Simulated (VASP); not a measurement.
Output of a VASP run:

File OSZICAR:
```
       N       E                     dE             d eps       ncg     rms          rms(c)
DAV:   1     0.969087085921E+02    0.96909E+02   -0.92638E+03  2264   0.106E+03
DAV:   2    -0.141048101603E+02   -0.11101E+03   -0.10856E+03  2734   0.224E+02
DAV:   3    -0.182547964058E+02   -0.41500E+01   -0.41342E+01  2797   0.475E+01
DAV:   4    -0.182981859983E+02   -0.43390E-01   -0.43380E-01  2755   0.528E+00
DAV:   5    -0.182989479446E+02   -0.76195E-03   -0.76190E-03  2888   0.668E-01    0.211E+01
RMM:   6    -0.170879096772E+02    0.12110E+01   -0.64793E+00  2160   0.166E+01    0.120E+01
RMM:   7    -0.169142191983E+02    0.17369E+00   -0.61118E-01  2160   0.604E+00    0.623E+00
RMM:   8    -0.168903576429E+02    0.23862E-01   -0.64250E-02  2160   0.192E+00    0.747E-01
RMM:   9    -0.168897440209E+02    0.61362E-03   -0.24404E-02  2165   0.997E-01    0.160E-01
RMM:  10    -0.168900243489E+02   -0.28033E-03   -0.37777E-03  2192   0.488E-01    0.792E-02
RMM:  11    -0.168901537149E+02   -0.12937E-03   -0.11531E-03  2204   0.228E-01    0.285E-02
RMM:  12    -0.168901494966E+02    0.42183E-05   -0.16424E-04  2160   0.104E-01    0.155E-02
RMM:  13    -0.168901533371E+02   -0.38405E-05   -0.43136E-05  1658   0.486E-02
   1 F= -.16890153E+02 E0= -.16890153E+02  d E =-.168902E+02
       N       E                     dE             d eps       ncg     rms          rms(c)
DAV:   1    -0.169623502252E+02   -0.72201E-01   -0.74841E+00  2160   0.163E+01    0.178E+00
RMM:   2    -0.169808424745E+02   -0.18492E-01   -0.25163E-01  2160   0.380E+00    0.813E-01
RMM:   3    -0.169842781548E+02   -0.34357E-02   -0.38323E-02  2169   0.161E+00    0.473E-01
RMM:   4    -0.169846888549E+02   -0.41070E-03   -0.67292E-03  2202   0.664E-01    0.212E-01
RMM:   5    -0.169846502656E+02    0.38589E-04   -0.12227E-03  2181   0.302E-01    0.385E-02
RMM:   6    -0.169846730461E+02   -0.22780E-04   -0.31535E-04  2137   0.138E-01    0.320E-02
RMM:   7    -0.169846778142E+02   -0.47681E-05   -0.58028E-05  1845   0.624E-02
   2 F= -.16984678E+02 E0= -.16984678E+02  d E =-.945245E-01
       N       E                     dE             d eps       ncg     rms          rms(c)
DAV:   1    -0.169916487598E+02   -0.69757E-02   -0.20050E+00  2230   0.842E+00    0.932E-01
RMM:   2    -0.169965196279E+02   -0.48709E-02   -0.66993E-02  2160   0.196E+00    0.385E-01
RMM:   3    -0.169974124982E+02   -0.89287E-03   -0.10109E-02  2166   0.826E-01    0.242E-01
RMM:   4    -0.169975265164E+02   -0.11402E-03   -0.18124E-03  2196   0.345E-01    0.130E-01
RMM:   5    -0.169975098723E+02    0.16644E-04   -0.36585E-04  2170   0.161E-01    0.199E-02
RMM:   6    -0.169975136211E+02   -0.37487E-05   -0.89129E-05  1963   0.737E-02
   3 F= -.16997514E+02 E0= -.16997514E+02  d E =-.107360E+00
```

### OUTCAR
```
------------------------ aborting loop because EDIFF is reached ----------------------------------------
  FORCE on cell =-STRESS in cart. coord.  units (eV):
  Direction    XX          YY          ZZ          XY          YZ          ZX
  --------------------------------------------------------------------------------------
  Total        0.0115242      0.0115242      0.0089391     -0.0000000      0.0000000      0.0000000
  in kB        0.3479702      0.3479702      0.2699132     -0.0000000      0.0000000      0.0000000
  external PRESSURE =       0.3219512 kB  Pullay stress =       0.0000000 kB
  volume of cell :       53.06
      direct lattice vectors                 reciprocal lattice vectors
     3.566810129  0.000000000  0.000000000     0.280362555  0.161867393  0.000000000
    -1.783405064  3.088948254  0.000000000     0.000000000  0.323734785  0.000000000
     0.000000000  0.000000000  4.816026570     0.000000000  0.000000000  0.207640050
 POSITION                                       TOTAL-FORCE (eV/Angst)
 -----------------------------------------------------------------------------------
      0.00000      0.00000      0.00000         0.000000      0.000000      0.000000
     -0.00000      2.05930      1.19661         0.000000      0.000000      0.009404
      1.78341      1.02965      3.61942        -0.000000      0.000000     -0.009404
 -----------------------------------------------------------------------------------
    total drift:                                0.000000      0.000000      0.000000
  FREE ENERGIE OF THE ION-ELECTRON SYSTEM (eV)
  ---------------------------------------------------
  free  energy   TOTEN  =       -16.9975136211 eV

  energy  without entropy=      -16.9975135576  energy(sigma->0) =      -16.99751359

 reached required accuracy - stopping structural energy minimisation
```
(Selected blocks of OUTCAR.)

File POSCAR:
```
PtS2
1
    3.5668101286     0.0000000000     0.0000000000
   -1.7834050643     3.0889482539     0.0000000000
    0.0000000000     0.0000000000     4.8160265702
Pt S
1 2
Direct
  0.0000000000   0.0000000000   0.0000000000
  0.3333330000   0.6666670000   0.2300000000
  0.6666670000   0.3333330000   0.7700000000
```

Question: Reconstruct the remaining input files.

Answer: This is not unique; one that fits is the input of the run itself, PBEsol GGA, plane waves, VASP's PBE PAW potentials (set 64).

### INCAR
```
PREC = Normal
ISMEAR = 0   ! Gaussian
LCHARG = .FALSE.
IBRION = 2   ! conjugate gradients
SYSTEM = PtS2
NELMIN = 4
SIGMA = 0.05   ! width (eV)
LASPH = .TRUE.   ! aspherical one-centre terms
ALGO = Fast
LMAXMIX = 6   ! l cut-off of mixed one-centre charges
GGA = PS   ! PBEsol
LREAL = .FALSE.   ! projection in real space or not
NELM = 100   ! most electronic steps
EDIFF = 1E-5   ! SCF stop (eV)
LWAVE = .FALSE.
ISIF = 2
NSW = 20   ! most ionic steps
EDIFFG = -0.03
ENCUT = 400   ! plane-wave cut-off (eV)
```

KPOINTS:
```
Automatic mesh
0
Gamma
10 10 6
0 0 0
```

POTCAR, in this order: Pt S (PBE.64 set). Program: vasp_std.

Without a dispersion term in the relaxation, distances and binding between the weakly bound layers, chains or molecules are unreliable, and so is what depends on them.

The compound is PtS2 in the 1T layered structure. This run relaxes the ions in a fixed cell. Symmetry was kept, so distortions that lower it aren't found.
